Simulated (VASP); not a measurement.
Consider the following.

```
CELL_PARAMETERS angstrom
      1.79855    -3.11517     0.00000
      1.79855     3.11517     0.00000
      0.00000     0.00000     5.48304
ATOMIC_POSITIONS crystal
  Dy 0.33333 0.66667 0.25000
  Dy 0.66667 0.33333 0.75000
```

Level of theory: SCAN meta-GGA, VASP's PBE PAW potentials (set 64) (plane waves; VASP). Settings: 520 eV cut-off, 13×13×8 Γ-centred mesh, tetrahedra with Blöchl corrections, potentials Dy_3.

The 4f electrons are frozen in the core of the lanthanide potential, so 4f levels, which can set the real gap, and their magnetism are missing.

Give the energies of bands 7 to 12 at the high-symmetry points, in eV from the Fermi level.

```csv
band,Γ,M,K,A,L,H
7,-5.48,-2.05,-0.99,-3.68,-2.05,-0.60
8,-2.27,-1.52,-0.82,-3.68,-2.05,-0.60
9,1.57,-0.97,-0.82,1.20,0.13,-0.45
10,1.93,-0.03,-0.48,1.20,0.13,-0.45
11,1.93,1.52,1.36,1.79,1.78,0.62
12,2.62,1.88,1.36,1.79,1.78,0.62
```

It has no gap at this level: it comes out as a metal or semimetal.

The compound is Dy in the hcp structure. It was relaxed first.
